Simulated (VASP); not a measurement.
Given:

```xyz
2
Lattice="0.0000 2.7368 2.7368 2.7368 0.0000 2.7368 2.7368 2.7368 0.0000" Properties=species:S:1:pos:R:3 pbc="T T T"
Mg     0.0000     0.0000     0.0000
Se     2.7368     2.7368     2.7368
```

These are optB86b-vdW, VASP's PBE PAW potentials (set 64) (plane waves; VASP) values and carry that method's errors. Numerical set-up: 520 eV cut-off, Gaussian smearing of 0.050 eV, potentials Mg Se.

**Question.** Give the energies of bands 2 to 7 at the high-symmetry points, in eV from the valence-band maximum.

**Answer.** 
| band | Γ | X | U | L | W |
|---|---|---|---|---|---|
| 2 | 0.00 | -4.18 | -3.70 | -4.86 | -3.25 |
| 3 | 0.00 | -1.75 | -3.27 | -0.57 | -3.25 |
| 4 | 0.00 | -1.75 | -1.41 | -0.57 | -2.50 |
| 5 | 2.57 | 1.83 | 3.07 | 3.87 | 4.53 |
| 6 | 7.44 | 4.05 | 6.31 | 6.11 | 6.97 |
| 7 | 7.44 | 11.71 | 8.91 | 6.11 | 7.60 |

The gap is indirect, 1.83 eV, from the valence maximum at Γ to the conduction minimum at X.

The compound is MgSe in the rock salt structure. It was relaxed first.
